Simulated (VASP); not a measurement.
A calculation with VASP 6.6.1 of Mg2PbN2 (native input, structure from a POSCAR):

File INCAR:

```
SYSTEM = Mg2PbN2
PREC = Accurate ; ENCUT = 520
EDIFF = 1E-6 ; ISMEAR = 0
SIGMA = 0.02 ; LREAL = .False.
LASPH = .True. ; NELM = 100
ALGO = Normal ; ISIF = 2
LWAVE = .False. ; LCHARG = .False.
GGA = PS ; NBANDS = 22
```

Contents of KPOINTS:

```
Automatic mesh
0
Gamma
  9 9 4
  0 0 0
```

Contents of POSCAR:

```
Mg2PbN2
3.6269
    0.999989943781      0.000000000000      0.000000000000
   -0.499994971877      0.866016694836      0.000000000000
    0.000000000000      0.000000000000      1.810331688219
Pb Mg N
1 2 2
Direct
    0.0000000000      0.0000000000      0.5000000000
    0.3333333333      0.6666666667      0.8612240000
    0.6666666667      0.3333333333      0.1387760000
    0.3333333333      0.6666666667      0.2025450000
    0.6666666667      0.3333333333      0.7974550000
```

Potentials or basis: VASP PAW PBE potentials, release 54 (Pb_d, Mg, N).

Command:

```bash
$ cat potpaw_PBE.54/Pb_d/POTCAR potpaw_PBE.54/Mg/POTCAR potpaw_PBE.54/N/POTCAR > POTCAR
$ mpirun -np 1 vasp_std > vasp.out
```

The cell comes from a database or a generator and needn't be the stable form of this composition.

Task: Write the same calculation in another form: ASE script, structure from a POSCAR.

Result: As run:

run.py

```python
from ase.calculators.vasp import Vasp
from ase.dft.bandgap import bandgap
from ase.io import read

atoms = read('POSCAR')
calc = Vasp(
    directory='calc',
    xc='pbesol',
    pp='PBE',
    setups='recommended',
    pp_version='54',
    prec='Accurate',
    encut=520,
    ediff=1e-06,
    ismear=0,
    sigma=0.02,
    lreal=False,
    lasph=True,
    nelm=80,
    algo='Fast',
    isif=2,
    lwave=False,
    lcharg=True,
    lelf=True,
    lvhar=True,
    kpts=[9, 9, 4],
    gamma=True,
    nbands=22,
)
atoms.calc = calc

print('energy (eV):', atoms.get_potential_energy())
print('free energy (eV):', atoms.get_potential_energy(force_consistent=True))
print('forces (eV/A):')
print(atoms.get_forces())
print('stress (eV/A^3, Voigt):', atoms.get_stress())
print('Fermi level (eV):', calc.get_fermi_level())
gap, top, bottom = bandgap(calc)
print('band gap (eV):', gap, 'from (spin, k, band)', top, 'to', bottom)
```

The input POSCAR:

```
Mg2PbN2
1.0
    3.6268635271      0.0000000000      0.0000000000
   -1.8134317635      3.1409559505      0.0000000000
    0.0000000000      0.0000000000      6.5658920000
Pb Mg N
1 2 2
Direct
    0.0000000000      0.0000000000      0.5000000000
    0.3333333333      0.6666666667      0.8612240000
    0.6666666667      0.3333333333      0.1387760000
    0.3333333333      0.6666666667      0.2025450000
    0.6666666667      0.3333333333      0.7974550000
```

Potentials or basis: VASP PAW PBE potentials, release 54 (Pb_d, Mg, N).

Run with:

```bash
$ python run.py
```

Both were run:

|  | native input, structure from a POSCAR | ASE script, structure from a POSCAR |
| --- | --- | --- |
| Pressure | -3.4 GPa | -3.4 GPa |
| Largest force | 0.054 eV/Å | 0.053 eV/Å |
| Band gap on the k mesh | 0.05 eV, indirect (least direct gap 0.21 eV) | 0.05 eV, indirect (least direct gap 0.21 eV) |

Keys that steer only the numerical path or the files written may differ.

Caveat: the PAW data sets were made with another functional, which shifts forces and pressure a little; spin-orbit coupling is left out, which as a rule narrows the gap of such compounds by several tenths of an eV; an odd mesh through Γ misses points on the zone boundary, where band edges often lie.
